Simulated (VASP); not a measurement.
Given:

```yaml
crystal:
  lattice:
    - [5.51084, 0.00000, 0.00000]
    - [2.75542, 4.77253, 0.00000]
    - [0.00000, 0.00000, 20.58239]
  atoms:
    - { symbol: Os, position: [0.83485, 0.33257, 0.34327] }
    - { symbol: Os, position: [0.33257, 0.33257, 0.34327] }
    - { symbol: Os, position: [0.83333, 0.83333, 0.34321] }
    - { symbol: Os, position: [0.33257, 0.83485, 0.34327] }
    - { symbol: Os, position: [0.99897, 0.99897, 0.44582] }
    - { symbol: Os, position: [0.50205, 0.99897, 0.44582] }
    - { symbol: Os, position: [0.99897, 0.50205, 0.44582] }
    - { symbol: Os, position: [0.50000, 0.50000, 0.44564] }
    - { symbol: Os, position: [0.83142, 0.33429, 0.55095] }
    - { symbol: Os, position: [0.33429, 0.33429, 0.55095] }
    - { symbol: Os, position: [0.83333, 0.83333, 0.55488] }
    - { symbol: Os, position: [0.33429, 0.83142, 0.55095] }
    - { symbol: Os, position: [0.00377, 0.00377, 0.65372] }
    - { symbol: Os, position: [0.49247, 0.00377, 0.65372] }
    - { symbol: Os, position: [0.00377, 0.49247, 0.65372] }
    - { symbol: Os, position: [0.50000, 0.50000, 0.65310] }
    - { symbol: F, position: [0.16667, 0.16667, 0.73897] }
```

These are PBE GGA, VASP's PBE PAW potentials (set 64) (plane waves; VASP) values and carry that method's errors. Numerical set-up: PREC = Normal, 400 eV cut-off, 6×6×1 Γ-centred mesh, first-order Methfessel-Paxton smearing of 0.10 eV, potentials Os F.

Unless said otherwise, spin-orbit coupling is left out, though it shifts the bands of the heavy elements here.

Q: Predict the energy per atom (σ→0), band gap (on the k-mesh) with the smallest direct gap where there is one.

A: 
- band gap (on the k-mesh): none (metal, semimetal or under 0.01 eV)
- energy per atom (σ→0): -10261 meV/atom

Only differences to runs with the same potentials and settings are physical.

The cell is a thin slab with vacuum, built from Os (hcp): (001) face, F adsorbed.
